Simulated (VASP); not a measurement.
An input for Quantum ESPRESSO's pw.x (written as the equivalent of a VASP run, and not itself run):

```
&CONTROL
  calculation = 'vc-relax'
  pseudo_dir = './pseudo'
  outdir = './out'
  tprnfor = .true.
  tstress = .true.
  nstep = 60
  forc_conv_thr = 0.00039
/
&SYSTEM
  ibrav = 0
  nat = 2
  ntyp = 2
  ecutwfc = 92
  occupations = 'smearing'
  smearing = 'gaussian'
  degauss = 0.003675
  input_dft = 'vdw-df2-b86r'
/
&ELECTRONS
  conv_thr = 7.3e-08
  electron_maxstep = 100
/
&IONS
/
&CELL
/
ATOMIC_SPECIES
  Cu 63.546 Cu.upf
  Cl 35.450 Cl.upf
CELL_PARAMETERS angstrom
     0.0000000    2.7050000    2.7050000
     2.7050000    0.0000000    2.7050000
     2.7050000    2.7050000    0.0000000
ATOMIC_POSITIONS crystal
  Cu   0.0000000  0.0000000  0.0000000
  Cl   0.2500000  0.2500000  0.2500000
K_POINTS automatic
  8 8 8 0 0 0
```

### Question
Translate this input to VASP (INCAR, KPOINTS, POSCAR, choice of POTCAR).

### Answer
Several could match; the one computed here: 
INCAR:
```
# general
SYSTEM    =  CuCl
PREC      =  Accurate
ENCUT     =  520
LREAL     =  .FALSE.
LASPH     =  .TRUE.

# electronic loop
EDIFF     =  1E-6
NELM      =  100
ALGO      =  Normal
LMAXMIX   =  4

# smearing
ISMEAR    =  0
SIGMA     =  0.05

# functional
GGA       =  MK
LUSE_VDW  =  .TRUE.
AGGAC     =  0.0
PARAM1    =  0.1234568
PARAM2    =  0.7114
ZAB_VDW   =  -1.8867

# ions
IBRION    =  2
NSW       =  60
ISIF      =  3
EDIFFG    =  -0.01

# output
LWAVE     =  .FALSE.
LCHARG    =  .FALSE.
```

**KPOINTS**
```
Automatic mesh
0
Gamma
 8 8 8
```

POSCAR:
```
CuCl
1
    0.0000000000     2.7050000000     2.7050000000
    2.7050000000     0.0000000000     2.7050000000
    2.7050000000     2.7050000000     0.0000000000
Cu Cl
1 1
Direct
  0.0000000000   0.0000000000   0.0000000000
  0.2500000000   0.2500000000   0.2500000000
```

POTCAR, in this order: Cu Cl (PBE.64 set). Program: vasp_std.

The two are equivalent in intent, not identical: the potentials are each code's own (VASP's PAW set, PseudoDojo norm-conserving files in pw.x), so ENCUT and ecutwfc are chosen apart and not converted; conv_thr bounds pw.x's estimated SCF error, while EDIFF bounds the energy change between steps; forc_conv_thr acts on force components and is met together with etot_conv_thr.

The compound is CuCl in the zinc blende structure. This run relaxes it. Symmetry was kept, so distortions that lower it aren't found.
